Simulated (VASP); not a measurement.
Given:

```
Li
1.0
   -1.71324     1.71324     1.71324
    1.71324    -1.71324     1.71324
    1.71324     1.71324    -1.71324
Li
1
Direct
  0.00000   0.00000   0.00000
```

These are PBEsol GGA, VASP's PBE PAW potentials (set 64) (plane waves; VASP) values and carry that method's errors. Run with 520 eV cut-off, Gaussian smearing of 0.050 eV, potentials Li_sv.

**Question.** Give the energies of bands 2 to 4 at the high-symmetry points, in eV from the Fermi level.

**Answer.** 
```
band      Γ     H      N     P
----  -----  ----  -----  ----
2     -3.59  5.52   0.21  3.37
3     14.68  5.52   3.26  3.37
4     14.68  5.52  10.40  3.37
```

It has no gap at this level: it comes out as a metal or semimetal.

The compound is Li in the bcc structure. It was relaxed first, which changed the volume by -5 %.
